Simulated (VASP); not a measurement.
Si:

```
Si
1.0
     0.00000    2.71356    2.71356
     2.71356    0.00000    2.71356
     2.71356    2.71356    0.00000
Si
2
Direct
  0.75000 0.75000 0.75000
  0.50000 0.50000 0.50000
```

Base run:

```yaml
Program: VASP 6.6.1
Functional: PBE
Potentials_or_basis: VASP PAW PBE potentials, release 64 (Si)
Cutoff: 520 eV
k_mesh: 6 × 6 × 6
Occupations: gaussian, width 0.02 eV
Spin: no spin polarisation
```

Its results: band gap on the k mesh 0.70 eV, indirect (least direct gap 2.56 eV); pressure 2.2 GPa.

Question: The run is repeated on the same cell with these changes: k mesh from 6 × 6 × 6 to 4 × 4 × 4. What comes out?

Answer: Band gap on the k mesh 0.69 eV, indirect (least direct gap 2.55 eV); pressure 2.8 GPa.

Caveats: some runs use coarse meshes.

A k mesh can miss the band edges.
